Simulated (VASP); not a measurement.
An input for Quantum ESPRESSO's pw.x (written as the equivalent of a VASP run, and not itself run):

```
&CONTROL
  calculation = 'scf'
  pseudo_dir = './pseudo'
  outdir = './out'
  tprnfor = .true.
  tstress = .true.
/
&SYSTEM
  ibrav = 0
  nat = 6
  ntyp = 2
  ecutwfc = 84
  occupations = 'smearing'
  smearing = 'gaussian'
  degauss = 0.000735
  input_dft = 'pbesol'
/
&ELECTRONS
  conv_thr = 7.3e-08
  electron_maxstep = 100
/
ATOMIC_SPECIES
  Ti 47.867 Ti.upf
  O 15.999 O.upf
CELL_PARAMETERS angstrom
     4.5998400    0.0000000    0.0000000
     0.0000000    4.5998400    0.0000000
     0.0000000    0.0000000    2.9592100
ATOMIC_POSITIONS crystal
  Ti   0.5032420  0.5007170 -0.0036300
  Ti   0.0000510  0.0027910  0.5011720
  O    0.6972060  0.6976060  0.4952650
  O    0.3003060  0.2970090  0.5069020
  O    0.8054900  0.1982870 -0.0081290
  O    0.1937050  0.8035900  0.0084210
K_POINTS automatic
  5 5 8 0 0 0
```

### Question
Write the VASP files for the same calculation (PBEsol).

### Answer
One answer among several that fit: 
**INCAR**
```
! general
SYSTEM  = TiO2
PREC    = Accurate
ENCUT   = 400
LREAL   = F
LASPH   = T

! electronic loop
EDIFF   = 1E-6
NELM    = 100
ALGO    = Normal
LMAXMIX = 4

! smearing
ISMEAR  = 0
SIGMA   = 0.01

! functional
GGA     = PS

! ions
ISIF    = 2

! output
LWAVE   = F
LCHARG  = F
```

**POSCAR**
```
TiO2
1
    4.5998400000     0.0000000000     0.0000000000
    0.0000000000     4.5998400000     0.0000000000
    0.0000000000     0.0000000000     2.9592100000
Ti O
2 4
Direct
  0.5032420000   0.5007170000  -0.0036300000
  0.0000510000   0.0027910000   0.5011720000
  0.6972060000   0.6976060000   0.4952650000
  0.3003060000   0.2970090000   0.5069020000
  0.8054900000   0.1982870000  -0.0081290000
  0.1937050000   0.8035900000   0.0084210000
```

File KPOINTS:
```
Automatic mesh
0
G
5 5 8
0 0 0
```

POTCAR, in this order: Ti_sv O (PBE.64 set). Program: vasp_std.

The two are equivalent in intent, not identical: the potentials are each code's own (VASP's PAW set, PseudoDojo norm-conserving files in pw.x), so ENCUT and ecutwfc are chosen apart and not converted; conv_thr bounds pw.x's estimated SCF error, while EDIFF bounds the energy change between steps.

The structure comes from a computed database's TiO2 entry; how it stands against other phases isn't given here. The cell was not relaxed at this level, atoms are displaced from their ideal sites.
